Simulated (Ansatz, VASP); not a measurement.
Given: the input of a run of VASP 6.6.1 on GaB.

Contents of INCAR:

```
SYSTEM = GaB
  ALGO = Normal
  EDIFF = 1E-7
  ENCUT = 520
  GGA = PE
  ISIF = 2
  ISMEAR = -1
  LASPH = .True.
  LCHARG = .False.
  LREAL = .False.
  LWAVE = .False.
  NBANDS = 15
  NELM = 100
  PREC = Accurate
  SIGMA = 0.05
```

The input KPOINTS:

```
k-points
0
Gamma
  10 10 8
  0 0 0
```

Contents of POSCAR:

```
GaB
1.0
    2.7362421140      0.0000000000      0.0000000000
    0.0000000000      2.7362421140      0.0000000000
    0.0000000000      0.0000000000      3.2576424789
Ga B
1 1
Direct
    0.5000000000      0.5000000000      0.5000000000
    0.0000000000      0.0000000000      0.0000000000
```

Potentials or basis: VASP PAW PBE potentials, release 64 (Ga_d, B).

Run with:

```console
$ cat potpaw_PBE.64/Ga_d/POTCAR potpaw_PBE.64/B/POTCAR > POTCAR
$ mpirun -np 1 vasp_std > vasp.out
```

**Question.** Translate it to Ansatz 0.2.0. Potentials there: Ansatz PAW.

**Answer.** As run (the cutoff follows the program's own potentials):

input.yaml

```yaml
crystal:
  lattice:
    - [2.736242114, 0.0, 0.0]
    - [0.0, 2.736242114, 0.0]
    - [0.0, 0.0, 3.2576424789]
  atoms:
    - { symbol: Ga, position: [0.5, 0.5, 0.5] }
    - { symbol: B, position: [0.0, 0.0, 0.0] }
hamiltonian:
  xc: pbe
  pseudopotentials: { kind: paw }
kpoints:
  mp_grid: { grid: [10, 10, 8] }
scf:
  occupations: { method: fermi_dirac, width: 0.05 }
output:
  forces: true
  stress: true
  eigenvalues: true
```

Potentials or basis: Ansatz PAW.

Command:

```console
$ ansatz run input.yaml --threads 1 --pin off --max-ram 3584MiB --backend cpu --events-out ev --progress --plain --runs-dir out
```

Both were run:

|  | VASP | Ansatz | Ansatz less VASP |
| --- | --- | --- | --- |
| gap on the k mesh at the Fermi level (eV) | none | none | - |
| pressure (GPa) | -1.8 | -2.0 | -0.16 |
| largest component of the traceless stress (GPa) | 0.80 | 0.79 | -0.009 |

A gap of «none» marks a metal or a gap that the smearing closes. The functional is the same, so the differences come from potentials, cutoffs and numerics.
